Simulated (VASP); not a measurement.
Energy against volume of BaTiO3 (cubic perovskite). Level of theory: vdW-DF2, VASP's PBE PAW potentials (set 64) (plane waves; VASP).

```tsv
V (Å³/atom)	E (eV/atom)
12.939	-6.02429
13.352	-6.04469
13.765	-6.05131
14.178	-6.04620
14.591	-6.03115
```

Task: Fit a third-order Birch-Murnaghan equation of state.

Result: 
```json
{
 "volume_per_atom": "13.78 Å^3/atom",
 "bulk_modulus": "150 GPa",
 "pressure_derivative_of_the_bulk_modulus": "4.43",
 "lattice_constant_a": "4.100 Å"
}
```

Measured: bulk modulus 162 GPa (computed value off by -7.2 %), as given by Yu-ichiro Matsushita et al., Physical Review B (2011), arXiv:1104.2769; a 4.001 Å (computed value off by +2.5 %), as given by Yubo Zhang et al., Physical Review B (2017), arXiv:1702.04817. The calculation is for a static lattice, while the measured bulk modulus, a hold thermal and zero-point effects, which are part of the difference.

The compound is BaTiO3 in the cubic perovskite structure, the ideal cubic form; the compound distorts at low or room temperature. It was relaxed first, which changed the volume by +8 %.
